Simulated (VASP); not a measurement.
Al$_{3}$Ni$_{2}$ (sg164): the formation energy from VASP (plane waves, PAW) at several levels of theory. The references are the elements' solids at the same level; no temperature or zero-point terms are added.

| level | formation energy (eV/atom) |
|---|---|
| PBEsol | -0.623 |
| r2SCAN | -0.650 |

The cell of the PBEsol run:

```xyz
5
Lattice="1.9975 -3.4598 0.0000 1.9975 3.4598 0.0000 0.0000 0.0000 4.8758" Properties=species:S:1:pos:R:3 pbc="T T T"
Al     0.0000     0.0000     0.0000
Al     1.9975     1.1533     3.1582
Al     1.9975    -1.1533     1.7176
Ni     1.9975     1.1533     0.7117
Ni     1.9975    -1.1533     4.1641
```

Only levels that ran to the end are used. Left out are those held back, those with too coarse a band path, GW runs whose mesh misses a band edge, hybrids' fits of cells that aren't cubic and levels without matching references; a question may draw on a part of the rest.
